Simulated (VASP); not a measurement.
An input for Ansatz (written as the equivalent of a VASP run, and not itself run):

Ansatz 0.2 input:
```yaml
crystal:
  lattice:
    - [4.3054962, 0.0000000, 0.0000000]
    - [0.0000000, 4.3054962, 0.0000000]
    - [0.0000000, 0.0000000, 4.3054962]
  atoms:
    - { symbol: Cs, position: [0.0000000, 0.0000000, 0.0000000] }
    - { symbol: Br, position: [0.5000000, 0.5000000, 0.5000000] }
kpoints:
  mp_grid: { grid: [7, 7, 7] }
hamiltonian:
  xc: pbe
  dispersion: d3bj
  pseudopotentials: { kind: paw }
scf:
  occupations: { method: tetrahedron }
  max_iter: 100
output: { forces: true, stress: true, eigenvalues: true }
```

Task: Translate this input to VASP (INCAR, KPOINTS, POSCAR, choice of POTCAR).

Result: This is not unique; one that fits is 
INCAR:
```
# general
SYSTEM  = CsBr
PREC    = Accurate
ENCUT   = 520   # plane-wave cut-off (eV)
LREAL   = .FALSE.
LASPH   = .TRUE.   # aspherical one-centre terms

# electronic loop
EDIFF   = 1E-7
NELM    = 100
ALGO    = Normal   # blocked Davidson
LMAXMIX = 4

# smearing
ISMEAR  = -5   # tetrahedra, Bloechl

# functional
GGA     = PE   # PBE
IVDW    = 12   # D3, Becke-Johnson

# ions
ISIF    = 2   # forces and stress, cell fixed

# output
LWAVE   = .FALSE.
LCHARG  = .TRUE.
LORBIT  = 11   # lm-projected
NEDOS   = 601
```

KPOINTS:
```
kpoints
0
G
 7 7 7
```

### POSCAR
```
CsBr
1
    4.3054962397    -0.0000000000    -0.0000000000
    0.0000000000     4.3054962397     0.0000000000
    0.0000000000     0.0000000000     4.3054962397
Cs Br
1 1
Direct
  0.0000000000   0.0000000000   0.0000000000
  0.5000000000   0.5000000000   0.5000000000
```

POTCAR, in this order: Cs_sv Br (PBE.64 set). Program: vasp_std.

The two are equivalent in intent, not identical: each code has its own PAW files, so the cut-off isn't converted (ENCUT is set for VASP's; basis.ecutwfc is left out, and Ansatz then takes the one that its files recommend); Ansatz stops its SCF on the density residual and VASP on the energy change (EDIFF).

The compound is CsBr in the CsCl type structure. It was relaxed first.
